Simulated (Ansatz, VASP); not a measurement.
# Cross-check of Pt (Pt(100)) between VASP and Ansatz, part 2 of 2

Aim: how closely do two programs agree when they are given the same cell, functional and k mesh? Of the first pair: The structure shown is the start of the Ansatz relaxation below; VASP solves that cell, so the two are compared at the walk's first step.

VASP 6.6.1 and Ansatz 0.2.0.

So far. Step 4 (Differences): The forces differ by 5.2 meV/Å r.m.s., which is 5.2 % of the r.m.s. force of 0.099 eV/Å (both taken over all components). With vacuum in the cell, a pressure given here is an average over mostly empty space and none of the material.

### 5. Ansatz: relaxation, PBE

Level of this step: Ansatz beside VASP: Kohn-Sham DFT, plane waves, PBE (Ansatz).

This run makes the geometry at which the two programs are then compared.

The structure compared here is the end of the Ansatz relaxation.

input.yaml reads:

```yaml
crystal:
  lattice:
    - [2.7718585823, 0.0, 0.0]
    - [0.0, 2.7718585823, 0.0]
    - [0.0, 0.0, 31.72]
  atoms:
    - { symbol: Pt, position: [0.5, 0.5, 0.2837326608] }
    - { symbol: Pt, position: [0.0, 0.0, 0.3455233291] }
    - { symbol: Pt, position: [0.5, 0.5, 0.4073139975] }
    - { symbol: Pt, position: [0.0, 0.0, 0.4691046658] }
    - { symbol: Pt, position: [0.5, 0.5, 0.5308953342] }
    - { symbol: Pt, position: [0.0, 0.0, 0.5926860025] }
    - { symbol: Pt, position: [0.5, 0.5, 0.6544766709] }
    - { symbol: Pt, position: [0.0, 0.0, 0.7162673392] }
kpoints:
  mp_grid: { grid: [11, 11, 1] }
hamiltonian:
  xc: pbe
scf:
  occupations: { method: fermi_dirac, width: 0.1 }
efield:
  axis: 3
  dipole_correction: true
  ramp_width: 0.05
relax:
  f_tol: 0.02
  max_steps: 60
  constraints: [{ sites: [0, 1, 2, 3] }]
output:
  write_potential: true
  write_density: true
  volumetric_format: npy
```

Run with:

```sh
$ ansatz run input.yaml --threads 4 --pin off --max-ram 8192MiB --backend cpu --events-out ev --progress --plain --runs-dir out
```

Numbers of over 12 decimals in the logs are rounded to 6 here.

What it wrote:

```text
[...]
Crystal: 8 atoms, lattice volume = 243.711 Å³
Basis set: ecut = 420 eV, 4847 PW (Γ), exchange–correlation on 40×40×432 points (8 copies of the dense FFT grid, shifted against one another)
Bands: 87, of which v1, the nominal top of the filled ones, is band 72 counted from 1 (71 counted from 0)
Symmetry: 8 space group operations
k-points: 21 of 121
[...]
atoms:
    - { symbol: Pt, position: [0.5, 0.5, 0.2837326608] }
    - { symbol: Pt, position: [0.0, 0.0, 0.3455233291] }
    - { symbol: Pt, position: [0.5, 0.5, 0.4073139975] }
    - { symbol: Pt, position: [0.0, 0.0, 0.4691046658] }
    - { symbol: Pt, position: [0.5, 0.5, 0.533105] }
    - { symbol: Pt, position: [0, 0.0, 0.596900] }
    - { symbol: Pt, position: [0.5, 0.5, 0.660349] }
    - { symbol: Pt, position: [0, 0.0, 0.722300] }
[key lines of the parts left out:]
SCF converged after 3 iterations
Free energy (F): -100182.552342 eV
Fermi energy:    8.666763 eV
Dipole field:    D = -0.000305 V/Å  (p = -0.000411 e·Å, saw-weighted, corrected)
Work function:   Φ+ = 5.6908 eV   Φ− = 5.6812 eV
```

### 6. VASP: single point, PBE, relaxed cell, pair 2

The same cell, functional, mesh and smearing now go to VASP, with its own data sets.

INCAR reads:

```
SYSTEM = Pt
PREC = Accurate
ENCUT = 400
EDIFF = 1E-06
NELM = 120
ISMEAR = -1
SIGMA = 0.1
LREAL = .FALSE.
ALGO = Normal
GGA = PE
NBANDS = 49
LASPH = .TRUE.
LORBIT = 11
LWAVE = .FALSE.
LCHARG = .FALSE.
ISIF = 2
LDIPOL = .TRUE.
IDIPOL = 3
DIPOL = 0.5 0.5 0.502
LVHAR = .TRUE.
GGA_COMPAT = .FALSE.
NELMDL = -8
KPAR = 2
```

POSCAR reads:

```
Pt
1.0
    2.7718585823      0.0000000000      0.0000000000
    0.0000000000      2.7718585823      0.0000000000
    0.0000000000      0.0000000000     31.7200000000
Pt
8
Direct
    0.5000000000      0.5000000000      0.2837326608
    0.0000000000      0.0000000000      0.3455233291
    0.5000000000      0.5000000000      0.4073139975
    0.0000000000      0.0000000000      0.4691046658
    0.5000000000      0.5000000000      0.5331053592
    0.0000000000      0.0000000000      0.5968996919
    0.5000000000      0.5000000000      0.6603489608
    0.0000000000      0.0000000000      0.7223004689
```

KPOINTS reads:

```
Automatic mesh
0
Gamma
11 11 1
0 0 0
```

Potentials, in the order of the species: Pt (PBE family, release 64).

Run with:

```sh
$ mpirun -np 2 vasp_std
```

What it wrote:

```text
[... set-up lines as in an earlier step ...]
 entering main loop
       N       E                     dE             d eps       ncg     rms          rms(c)
DAV:   1     0.475722056680E+03    0.47572E+03   -0.32975E+04  2058   0.118E+03
DAV:   2    -0.238373719343E+02   -0.49956E+03   -0.46474E+03  2436   0.275E+02
DAV:   3    -0.493378096639E+02   -0.25500E+02   -0.23483E+02  2612   0.555E+01
DAV:   4    -0.503073030668E+02   -0.96949E+00   -0.94675E+00  2442   0.107E+01
[...]
DAV:  56    -0.472405619267E+02   -0.39234E-05   -0.76289E-07  1308   0.336E-03    0.101E-02
DAV:  57    -0.472405650874E+02   -0.31607E-05   -0.21437E-06  1394   0.515E-03    0.342E-03
DAV:  58    -0.472405658386E+02   -0.75115E-06   -0.14373E-07  1191   0.194E-03
   1 F= -.47240566E+02 E0= -.47004984E+02  d E =-.471163E+00
```

Parts of OUTCAR (step 6):

```text
  Total        0.5925590      0.5925590      1.5056961      0.0000000      0.0000000      0.0000000
  in kB        3.8955326      3.8955326      9.8985731      0.0000000      0.0000000      0.0000000
  external PRESSURE =       5.8965461 kB  Pullay stress =       0.0000000 kB

 POSITION                                       TOTAL-FORCE (eV/Angst)
 -----------------------------------------------------------------------------------
      1.38593      1.38593      9.00000         0.000000      0.000000     -0.068229
      0.00000      0.00000     10.96000         0.000000     -0.000000     -0.306163
      1.38593      1.38593     12.92000         0.000000     -0.000000     -0.060067
      0.00000      0.00000     14.88000         0.000000     -0.000000      0.447441
      1.38593      1.38593     16.91010         0.000000      0.000000      0.003812
      0.00000      0.00000     18.93366         0.000000     -0.000000      0.003491
      1.38593      1.38593     20.94627        -0.000000     -0.000000     -0.016172
      0.00000      0.00000     22.91137         0.000000     -0.000000     -0.004113
 -----------------------------------------------------------------------------------
    total drift:                                0.000000      0.000000     -0.000197

  FREE ENERGIE OF THE ION-ELECTRON SYSTEM (eV)
  ---------------------------------------------------
  free  energy   TOTEN  =       -47.2405658386 eV

  energy  without entropy=      -46.7694030535  energy(sigma->0) =      -47.00498445

[... 2 parts as in an earlier step ...]

[... 1 further part left out ...]
[key lines of the parts left out:]
E-fermi :   2.6515
```

### 7. Comparison

What differs besides the data sets and the points named for the pairs above, as far as they apply: the data sets hold 144 valence electrons in Ansatz (on its default PAW (the set named soft_2) files) and 80 in VASP. Total energies have different zeros and are not compared.

The two programs side by side:

```csv
quantity,Ansatz,VASP,difference
"work function, lower of the two faces (eV)",5.68,5.68,0.00
"work function, higher of the two faces (eV)",5.69,5.69,0.00
```

Forces (eV/Å; atoms numbered as in POSCAR):

```
atom        Ansatz x, y, z          VASP x, y, z
 Pt1  0.000, 0.000, -0.085  0.000, 0.000, -0.068
 Pt2  0.000, 0.000, -0.311  0.000, 0.000, -0.306
 Pt3  0.000, 0.000, -0.059  0.000, 0.000, -0.060
 Pt4   0.000, 0.000, 0.451   0.000, 0.000, 0.447
 Pt5   0.000, 0.000, 0.003   0.000, 0.000, 0.004
 Pt6   0.000, 0.000, 0.002   0.000, 0.000, 0.003
 Pt7  0.000, 0.000, -0.015  0.000, 0.000, -0.016
 Pt8   0.000, 0.000, 0.013  0.000, 0.000, -0.004
```

The forces differ by 5.1 meV/Å r.m.s., which is 4.5 % of the r.m.s. force of 0.112 eV/Å (both taken over all components). With vacuum in the cell, a pressure given here is an average over mostly empty space and none of the material.

### 8. What came out

```yaml
r_m_s_force_difference_single_point_pbe_start_cell_pair_1: 5.2 meV/Å
r_m_s_force_difference_single_point_pbe_relaxed_cell_pair_2: 5.1 meV/Å
```

The r.m.s. force difference is 5.2 meV/Å (single point, PBE, start cell, pair 1), within the 12 meV/Å picked in this series as the mark of a large difference. The data sets hold unlike numbers of valence electrons (144 in Ansatz and 80 in VASP), so part of the differences comes from the potentials. Such differences can come from data sets, numerical settings and the points named under the comparisons, not from the functional's error against experiment.

[Lines on the potential files, build, host, timing and source positions are cut from VASP's logs without a mark.]

[Logs are printed without paths, hosts, clocks, repeated set-up lines and the standing remarks that a program may print on its own settings, such as how far it seeks lower states.]

[Hosts, paths, dates, database ids (printed as entryN), source tags and the programs' standing remarks are cut or masked in the printed files.]
